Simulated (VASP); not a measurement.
Given:

```xyz
5
Lattice="6.0531 0.0000 0.0000 0.0000 6.0531 0.0000 0.0000 0.0000 6.0531" Properties=species:S:1:pos:R:3 pbc="T T T"
Cs     0.0000     0.0000     0.0000
Sn     3.0265     3.0265     3.0265
I      3.0265     0.0000     3.0265
I      0.0000     3.0265     3.0265
I      3.0265     3.0265     0.0000
```

Computed with revTPSS meta-GGA, VASP's PBE PAW potentials (set 64) (plane waves; VASP). Settings: 520 eV cut-off, 4×4×4 Γ-centred mesh, Gaussian smearing of 0.050 eV, potentials Cs_sv Sn_d I.

### Question
Give the stress tensor in GPa (positive for a compressed cell).

### Answer

```
1.80  0.00  0.00
0.00  1.80  0.00
0.00  0.00  1.80
```
The pressure is its mean diagonal, 1.80 GPa.

The compound is CsSnI3 in the cubic perovskite structure, the ideal cubic form; the compound distorts at low or room temperature. This cell is one point of a volume scan, at 0.94 of the reference volume.
